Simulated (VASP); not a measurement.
An input for Ansatz (written as the equivalent of a VASP run, and not itself run):

Ansatz 0.2 input:
```yaml
crystal:
  lattice:
    - [1.9615865, -3.3975675, 0.0000000]
    - [1.9615865, 3.3975675, 0.0000000]
    - [0.0000000, 0.0000000, 5.1444005]
  atoms:
    - { symbol: Se, position: [1.0000000, 0.2587035, 0.6666670] }
    - { symbol: Se, position: [0.7412965, 0.7412965, 0.0000000] }
    - { symbol: Se, position: [0.2587035, 1.0000000, 0.3333330] }
kpoints:
  mp_grid: { grid: [7, 7, 5] }
hamiltonian:
  xc: pbe
  pseudopotentials: { kind: paw }
scf:
  occupations: { method: gaussian, width: 0.05 }
  max_iter: 100
relax:
  max_steps: 40
  f_tol: 0.02
  cell: { p_target: 5 }
output: { forces: true, stress: true, eigenvalues: true }
```

Question: Write the VASP files for the same calculation (PBE).

Answer: This is not unique; one that fits is 
File POSCAR:
```
Se
1
    1.9615864998    -3.3975674581     0.0000000000
    1.9615864998     3.3975674581    -0.0000000000
    0.0000000000     0.0000000000     5.1444004917
Se
3
Direct
  1.0000000000   0.2587034855   0.6666670000
  0.7412965145   0.7412965145   0.0000000000
  0.2587034855   1.0000000000   0.3333330000
```

**INCAR**
```
! general
SYSTEM =Se
PREC   =Accurate
ENCUT  =500   ! plane-wave cut-off (eV)
LREAL  =.FALSE.
LASPH  =.TRUE.

! electronic loop
EDIFF  =1E-6   ! SCF stop (eV)
NELM   =100   ! most electronic steps
ALGO   =Normal
LMAXMIX=4   ! l cut-off of mixed one-centre charges

! smearing
ISMEAR =0   ! Gaussian
SIGMA  =0.05   ! width (eV)

! functional
GGA    =PE   ! PBE

! ions
IBRION =2   ! conjugate gradients
NSW    =40   ! most ionic steps
ISIF   =3   ! ions, shape and volume
EDIFFG =-0.02   ! ionic stop
PSTRESS=50   ! kbar

! output
LWAVE  =.FALSE.
LCHARG =.FALSE.
```

**KPOINTS**
```
Automatic
0
Gamma
7 7 5
0 0 0
```

POTCAR, in this order: Se (PBE.64 set). Program: vasp_std.

What does not carry over: each code has its own PAW files, so the cut-off isn't converted (ENCUT is set for VASP's; basis.ecutwfc is left out, and Ansatz then takes the one that its files recommend); Ansatz stops its SCF on the density residual and VASP on the energy change (EDIFF).

The compound is Se in the trig structure. It was relaxed first under an external pressure of 5 GPa.
